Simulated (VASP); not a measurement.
BN: single point with PBE+D3(BJ)

BN:

```
B N
1.0
     2.49824    0.00000    0.00000
    -1.24912    2.16354    0.00000
     0.00000    0.00000    6.63570
B N
2 2
Direct
  0.33333 0.66667 0.25000
  0.66667 0.33333 0.75000
  0.33333 0.66667 0.75000
  0.66667 0.33333 0.25000
```

```json
{
 "Program": "VASP 6.6.1",
 "Task": "single point",
 "Functional": "PBE",
 "Dispersion": "D3(BJ)",
 "Potentials or basis": "VASP PAW PBE potentials, release 64 (B, N)",
 "Cutoff": "700 eV",
 "k mesh": "12 × 12 × 4",
 "Occupations": "gaussian, width 0.02 eV",
 "Spin": "no spin polarisation"
}
```

```yaml
Pressure: 2.3 GPa
Band_gap_on_the_k_mesh: 4.29 eV, indirect (least direct gap 4.66 eV)
Dispersion_energy_per_atom: -0.142 eV
```

Stress tensor (GPa, compression positive):
```
 3.62  0.00  0.00
 0.00  3.62  0.00
 0.00  0.00 -0.37
```

Levels at points of the mesh, in eV from the valence-band top:
```tsv
k point	band 6	band 7	band 8	band 9	band 10	band 11
(0.00, 0.00, 0.00)	-1.32	-1.29	-1.29	5.27	10.35	11.61
(0.50, 0.00, 0.00)	-4.09	-1.45	-0.43	4.29	5.66	9.60
(0.00, 0.00, 0.50)	-1.30	-1.30	-1.30	7.65	7.65	11.67
(0.50, 0.00, 0.50)	-4.12	-0.92	-0.92	4.75	4.75	9.99
```

Run time: 22 s on 1 thread of Intel(R) Xeon(R) Platinum 8488C (Sapphire Rapids), on a shared host, peak memory 0.2 GiB.

A k mesh can miss the band edges. Expect the measured gap to be larger: semilocal functionals such as PBE lack the derivative discontinuity.
